**Q:** I relaxed the same copper crystal with five density functionals and got five different sizes. I had hoped for a steady improvement from LDA through the GGAs (PBEsol, PBE, RPBE) to the meta-GGA r2SCAN. Is there any order in this?

VASP 6.6.1, PAW DFT without spin polarisation, for fcc copper in its one-atom primitive cell, fully relaxed with each functional. All runs use a 600 eV plane-wave cutoff, an 18×18×18 k mesh and Methfessel-Paxton smearing of 0.1 eV. Volume changes are relative to the common starting cell (11.81 Å³ per atom), and a is the edge of the relaxed primitive cell.

| functional | potentials | volume change (%) | relaxed length a (Å) |
| --- | --- | --- | --- |
| LDA | VASP PAW LDA potentials, recommended | -7.300 | 2.492 |
| PBE | VASP PAW PBE potentials, recommended | 1.730 | 2.571 |
| PBEsol | VASP PAW PBE potentials, recommended | -3.710 | 2.524 |
| RPBE | VASP PAW PBE potentials, recommended | 5.530 | 2.603 |
| r2SCAN | VASP PAW PBE potentials, recommended | -2.640 | 2.534 |

**A:** Look at the volume change first. It is counted from the common starting cell, and it tells you the order at a glance. The relaxed length a tells the same story, because symmetry keeps all three cell edges equal. It is the distance between neighbouring atoms, and multiplying by √2 gives the edge of the familiar cube.

**Q:** Then the order from small to large is LDA, PBEsol, r2SCAN, PBE, RPBE. The most elaborate functional sits between two GGAs.

**A:** Yes, and the GGAs themselves are far apart. From PBEsol to RPBE the volume change grows by 9.2 percentage points, slightly more than the 9.0 points from LDA to PBE. Knowing the class of a functional is therefore not enough to guess the size of the crystal. You have to ask what the functional does with an electron density that is far from uniform.

**Q:** What does LDA do with it?

**A:** It treats every point as if it lay in a uniform electron gas of the local density. In the limit of a truly uniform gas that is right, and all five functionals agree there. Now take the opposite limit and pull the crystal apart into atoms. Each atom ends in a steep tail of density, where the uniform-gas formula makes exchange too weak. LDA thus places the separated atoms too high in energy compared with the crystal, and the crystal appears too strongly bound.

**Q:** And a GGA repairs the tails?

**A:** Only in part: far out, exchange stays too weak, but the energy of the atom improves. A GGA strengthens exchange wherever the density changes steeply relative to its own size. As the atoms move apart, their tails fill each other in less. On the flanks of each atom the density then falls off more steeply relative to its own size, so the correction lowers the energy more and more. An energy that falls on expansion is an outward pressure. The gradient term in correlation works against this, but the exchange term prevails. This is established theory; the runs show only the total effect.

**Q:** Why then do three GGAs give three sizes?

**A:** Their exchange terms agree in both limits: none adds anything at zero gradient, and all level off at the same ceiling for very steep densities. They differ in how fast they climb in between. PBEsol starts with little more than half the slope of PBE, a choice suited to slowly varying densities in solids. RPBE starts like PBE but then climbs faster. A faster climb means a stronger outward push.

**Q:** Do the sizes follow that?

**A:** In order, yes. Take the expansion from LDA to PBE as the unit: PBEsol covers about 0.4 of it and RPBE about 1.4. The starting slope alone would have put PBEsol a little past halfway. It is only a rough guide, since PBEsol also changes the correlation term and the density in copper samples a whole range of gradients.

**Q:** Can I see this push as a pressure?

**A:** You can estimate it by comparing all five functionals on the starting cell. Think of the energy as a bowl whose lowest point is the relaxed volume. Near the bottom the bowl is a parabola, and its slope at any point is twice the height divided by the distance from the bottom. That slope, taken against volume and with its sign reversed, is the pressure:

P ≈ 2 ΔE / ΔV

Here ΔE is the energy released during relaxation and ΔV is the change in volume, positive for expansion. A positive P means that the crystal pushes outward.

**Q:** Let me try LDA.

**A:** The cell starts at 11.81 Å³ per atom and shrinks by 7.30 %, so ΔV is −0.862 Å³. The same run releases 33.6 meV per atom on the way.

P ≈ 2 × 0.0336 eV / (−0.862 Å³) = −0.078 eV/Å³ ≈ −12.5 GPa

On the starting cell, LDA pulls the crystal inward with more than a hundred thousand atmospheres. For RPBE the same steps give an outward push of about 7 GPa. The two functionals thus disagree by about 20 GPa over one and the same arrangement of atoms.

**Q:** How far can I trust the parabola?

**A:** It implies bulk moduli between 135 and 159 GPa, while copper's real one is roughly 140 GPa, so the energies make sense. A real crystal is softer when stretched than when squeezed. For the largest moves the parabola therefore errs by up to about a tenth, making the LDA pull too strong and the RPBE push too weak. Remember also that pressure and volume come from the same energy curve. The estimate shows how strong the disagreement is; its origin in the exchange term rests on the theory.

**Q:** That leaves r2SCAN. Why doesn't it lie beyond the GGAs?

**A:** A further ingredient does not mean a stronger push. Besides the density and its gradient, r2SCAN reads the kinetic-energy density, which helps it to tell an atomic tail from a metallic region with the same gradient. It can correct the one firmly and the other gently. For slowly varying densities its exchange follows the same rule as that of PBEsol, which may be one reason why the two end only 1.1 points apart. Both also borrow potentials made for PBE, usually a minor matter but untested here, so I would not read much into that small gap.

**Q:** At least PBE wins on accuracy. It moves by only 1.7 %.

**A:** It stays closest to the starting cell, but that cell has the size of copper at room temperature. The calculation describes atoms at rest, without thermal or zero-point motion, and both swell the real crystal. As soon as the reference shrinks by more than 0.46 % in volume, r2SCAN is closer than PBE. The actual correction is roughly 1.5 %, a recalled value. Against that smaller reference PBE is about 3 % too large and r2SCAN about 1 % too small.

**Q:** So what should I do when I take a copper cell from a colleague who used another functional?

**A:** Relax it again with your own before you compute stresses or elastic properties. Otherwise the difference between the functionals enters your result as a pressure, and here that can amount to many gigapascals. To guess the direction among LDA and the GGAs, ask whose exchange climbs faster as the density gets steeper. That functional usually wants the larger cell.
